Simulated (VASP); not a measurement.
Input of a VASP 6.6.1 run:

File INCAR:

```
SYSTEM = BaTiO3
PREC = Accurate
ENCUT = 600
EDIFF = 1E-8
ISMEAR = 0
SIGMA = 0.02
LREAL = .False.
LASPH = .True.
NELM = 80
ALGO = Normal
ISIF = 2
LWAVE = .False.
LCHARG = .False.
LEPSILON = .True.
IBRION = 8
NSW = 1
```

File KPOINTS:

```
regular mesh
0
Gamma
  8 8 8
  0 0 0
```

POSCAR

```
BaTiO3
1.0
    3.9410900000      0.0000000000      0.0000000000
    0.0000000000      3.9410900000      0.0000000000
    0.0000000000      0.0000000000      3.9903700000
Ba Ti O
1 1 3
Direct
    0.5000000000      0.5000000000      0.5787900000
    0.0000000000      0.0000000000      0.0915800000
    0.0000000000      0.5000000000      0.0657000000
    0.5000000000      0.0000000000      0.0657000000
    0.0000000000      0.0000000000      0.5582300000
```

Potentials or basis: VASP PAW LDA potentials, release 64 (Ba_sv, Ti, O).

Command:

```bash
$ cat potpaw_LDA.64/Ba_sv/POTCAR potpaw_LDA.64/Ti/POTCAR potpaw_LDA.64/O/POTCAR > POTCAR
$ mpirun -np 1 vasp_std > vasp.out
```

(1) Estimate the electronic dielectric tensor (diagonal).

(2) Predict the Born charges (mean of the diagonal).

(3) Estimate the highest phonon frequency at Γ, LO-TO splitting left out.

(4) Estimate the band gap on the k mesh.

## Answers

(1) 6.88, 6.88, 6.25.

(2) Ba +2.74; Ti +7.15; O -3.39, -3.12 e.

(3) 540 cm⁻¹.

(4) 1.64 eV, indirect (least direct gap 1.91 eV).

Caveat: spin-orbit coupling is left out, which moves the levels of the heavy elements.
